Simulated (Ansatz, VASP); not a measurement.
# MgP4O11 in two plane-wave programs, part 2 of 2

One calculation is typed for both programs; each brings its own data sets. How far apart do they land? The structure shown is frame 116 of Ansatz's trajectory.

VASP 6.6.1 and Ansatz 0.2.0.

So far: The starting structure; Ansatz: dynamics, PBE.

## Step 3: VASP: single point, PBE

Level of this step: PBE; plane waves and PAW (P, Mg, O) (VASP).

The same cell, functional and mesh now go to VASP, with its own data sets.

Lines of VASP's logs that name or quote its potential files are left out, and so is its time.

INCAR reads:

```
SYSTEM = MgP4O11
PREC = Accurate
ENCUT = 520
EDIFF = 1E-06
NELM = 120
ISMEAR = 0
SIGMA = 0.01
LREAL = Auto
ALGO = Normal
GGA = PE
NBANDS = 280
LORBIT = 11
LWAVE = .FALSE.
LCHARG = .FALSE.
ISIF = 2
LASPH = .TRUE.
GGA_COMPAT = .FALSE.
EFERMI = MIDGAP
NCORE = 2
```

POSCAR reads:

```
MgP4O11
1.0
    9.7256000000      0.0000000000      0.0000000000
    0.0000000000      9.7256000000      0.0000000000
    0.0000000000      0.0000000000      9.7256000000
P Mg O
20 5 55
Direct
    0.3547133339      0.3200316690      0.1403923665
    0.0760570042      0.0224047874      0.9265238134
    0.0163897343      0.4308011845      0.6116949083
    0.6069239944      0.4041190261      0.2808052974
    0.3412642922      0.2593773135      0.6487825944
    0.5277926298      0.0485419923      0.5360491898
    0.6964608867      0.3561322695      0.7721888624
    0.2800032903      0.6485461051      0.3471970881
    0.3783725426      0.0361417290      0.0164411450
    0.3112301555      0.5582277700      0.6576869293
    0.7719729374      0.7546680925      0.4130027967
    0.3184173727      0.6045591018      0.9695031669
    0.8233630830      0.1937875298      0.1962141153
    0.1153142223      0.9550053467      0.6050937731
    0.9767829234      0.3269618327      0.9134038003
    0.5026425105      0.8149522909      0.7555626388
    0.3279900469      0.9560849716      0.3083305914
    0.7971436210      0.6408447808      0.7136114995
    0.6897363659      0.0057271531      0.9964012503
    0.9822324587      0.5960557703      0.2604055277
    0.1149543473      0.2149481780      0.3821460887
    0.0105083491      0.6397137452      0.9742123879
    0.9997326643      0.9344307806      0.2323455622
    0.5871205890      0.7006662828      0.1558978366
    0.8372131282      0.1654191001      0.5084519207
    0.5805503002      0.3020790491      0.8471456774
    0.5820617751      0.4368676483      0.4248992350
    0.7256518878      0.0771674755      0.1453689233
    0.9838467550      0.4517870363      0.2145883030
    0.0619293411      0.9557353788      0.7813605330
    0.7341963478      0.2873653039      0.2954984782
    0.4802068767      0.1853870198      0.5881899317
    0.5261577692      0.0888788352      0.9863350333
    0.4904478901      0.2938327712      0.2093444106
    0.2016225220      0.6900653944      0.0220449124
    0.7470695895      0.2996318993      0.6411840915
    0.5104260920      0.9170128321      0.6164349757
    0.9286316525      0.1481245373      0.3055852595
    0.8283190754      0.3688307148      0.8810870280
    0.4064119437      0.4224006745      0.6591058649
    0.6820350415      0.5266204656      0.7370547833
    0.0164411450      0.0722012010      0.5528707740
    0.2421238792      0.2689397055      0.5319568973
    0.8925618985      0.5315867401      0.6267685284
    0.3438348277      0.4368676483      0.0247388336
    0.2655568808      0.5842621535      0.8135127910
    0.9899132187      0.9480649009      0.0314736366
    0.9533704861      0.7224438595      0.1587151435
    0.0705663404      0.8136875874      0.5596569877
    0.6526075512      0.5032080283      0.1765238134
    0.4312021880      0.8867113597      0.8707226289
    0.6755778564      0.0575799951      0.4904376080
    0.6538414082      0.7807436045      0.7841161471
    0.4696573990      0.6495743193      0.9638891174
    0.8625380439      0.6180698363      0.3695504648
    0.3241445258      0.1742823065      0.0669470264
    0.4250123386      0.6929752406      0.6821378630
    0.3146746730      0.2094575142      0.7888767788
    0.2457637575      0.3261495435      0.2461647610
    0.9034301226      0.6907440158      0.8151579337
    0.1955869047      0.0275561405      0.2954984782
    0.2279756519      0.9915172329      0.9750349593
    0.3666920293      0.6041683804      0.2370136547
    0.0633894053      0.1868779304      0.9150900716
    0.7620917990      0.0420333964      0.8711133503
    0.1500884264      0.5170786378      0.6436312413
    0.4434379370      0.0259315621      0.3863823312
    0.3853643991      0.9313461380      0.1505511228
    0.6752591100      0.8636382331      0.0544130953
    0.8522559019      0.8789483425      0.3717097146
    0.6365879740      0.7444270790      0.3495105700
    0.9980772395      0.3548161553      0.4793740232
    0.0012544213      0.3347659784      0.7364584190
    0.1241877108      0.6279098462      0.3511968413
    0.3164020729      0.6042300732      0.4947046969
    0.0604487127      0.4384819446      0.9641770174
    0.3081557950      0.8136361767      0.3620650654
    0.7760446656      0.7411882043      0.5774142469
    0.2638808917      0.9943036933      0.6036337090
    0.8980217159      0.2555009460      0.0772805791
```

KPOINTS reads:

```
Automatic mesh
0
Gamma
1 1 1
0 0 0
```

Potentials, in the order of the species: P, Mg and O (PBE family, release 64).

Run with:

```console
> mpirun -np 8 vasp_gam
```

Numbers of over 12 decimals in the logs are rounded to 6 here.

The log of the run:

```text
[banner, memory and clock lines left out]
running    8 mpi-ranks, on    1 nodes
[...]
LDA part: xc-table for (Slater+PW92), standard interpolation
 POSCAR, INCAR and KPOINTS ok, starting setup
[...]
entering main loop
       N       E                     dE             d eps       ncg     rms          rms(c)
DAV:   1     0.411098011543E+04    0.41110E+04   -0.27188E+05   568   0.158E+03
DAV:   2    -0.308563097552E+03   -0.44195E+04   -0.42862E+04   688   0.389E+02
DAV:   3    -0.621679822054E+03   -0.31312E+03   -0.31046E+03   672   0.109E+02
DAV:   4    -0.627784802748E+03   -0.61050E+01   -0.60667E+01   704   0.163E+01
[...]
DAV:  16    -0.545632756541E+03    0.23732E-04   -0.51063E-05   680   0.321E-02    0.136E-02
DAV:  17    -0.545632756287E+03    0.25442E-06   -0.32817E-05   704   0.178E-02    0.107E-02
DAV:  18    -0.545632756600E+03   -0.31304E-06   -0.98224E-06   632   0.732E-03
   1 F= -.54563276E+03 E0= -.54563276E+03  d E =0.000000E+00
```

From OUTCAR (step 3):

```text
  Total       25.6287198      6.2573690      9.9602726      1.7189479     12.7126288     -4.8756958
  in kB       44.6363099     10.8981590     17.3473282      2.9938090     22.1409748     -8.4917651
  external PRESSURE =      24.2939324 kB  Pullay stress =       0.0000000 kB

  FREE ENERGIE OF THE ION-ELECTRON SYSTEM (eV)
  ---------------------------------------------------
  free  energy   TOTEN  =      -545.6327565996 eV

  energy  without entropy=     -545.6327565996  energy(sigma->0) =     -545.63275660

[... 3 further parts left out ...]
[key lines of the parts left out:]
E-fermi :   4.4129
```

The run ends at a pressure of 2.43 GPa, with forces up to 4.4 eV/Å.

## Step 4: Differences

Known differences besides the potentials themselves: fixed occupations in Ansatz, narrow Gaussian smearing in VASP; the data sets hold 480 valence electrons in Ansatz (on its default PAW (the set named soft_2) files) and 440 in VASP; the cutoff is 420 eV in Ansatz and 520 eV in VASP (PREC = Accurate, projectors in real space). Total energies have different zeros and are not compared.

Forces on 10 of the 80 atoms, those with the largest forces and the largest differences (eV/Å; atoms numbered as in POSCAR):

| atom | Ansatz x, y, z | VASP x, y, z |
| --- | --- | --- |
| P1 | -3.901, 1.222, -1.612 | -3.913, 1.133, -1.621 |
| P6 | 2.546, -1.026, -2.096 | 2.530, -1.005, -2.090 |
| P8 | -0.632, 1.192, 3.650 | -0.560, 1.187, 3.670 |
| P11 | 3.646, -0.151, 1.266 | 3.558, -0.135, 1.256 |
| P12 | 3.430, -1.119, -1.245 | 3.328, -1.163, -1.282 |
| O34 | 3.459, 0.707, 0.657 | 3.408, 0.814, 0.619 |
| O56 | -0.703, 3.092, 0.942 | -0.593, 3.096, 0.962 |
| O63 | 1.955, -0.888, -1.914 | 1.840, -0.817, -1.766 |
| O71 | -2.748, -0.330, -0.753 | -2.597, -0.329, -0.700 |
| O76 | 1.298, 2.338, 0.981 | 1.193, 2.248, 0.919 |

The forces differ by 48 meV/Å r.m.s., which is 4.3 % of the r.m.s. force of 1.126 eV/Å (both taken over all components).

## Step 5: Summary of results

| Item | Value |
| --- | --- |
| r.m.s. force difference (single point, PBE) | 4.3 % of the r.m.s. force |

In words: The r.m.s. force difference is 4.3 % of the r.m.s. force (single point, PBE), beyond the 3 % picked in this series as the mark of a large difference. The data sets hold unlike numbers of valence electrons (480 in Ansatz and 440 in VASP), so part of the differences comes from the potentials. What causes the difference of the single point, PBE pair stays open here. 2 further runs of this series are not shown here. Such differences can come from data sets, numerical settings and the points named under the comparisons, not from the functional's error against experiment.

[Lines on the potential files, build, host, timing and source positions are cut from VASP's logs without a mark.]

[Logs are printed without paths, hosts, clocks, repeated set-up lines and the standing remarks that a program may print on its own settings, such as how far it seeks lower states.]

[Hosts, paths, dates, database ids (printed as entryN), source tags and the programs' standing remarks are cut or masked in the printed files.]
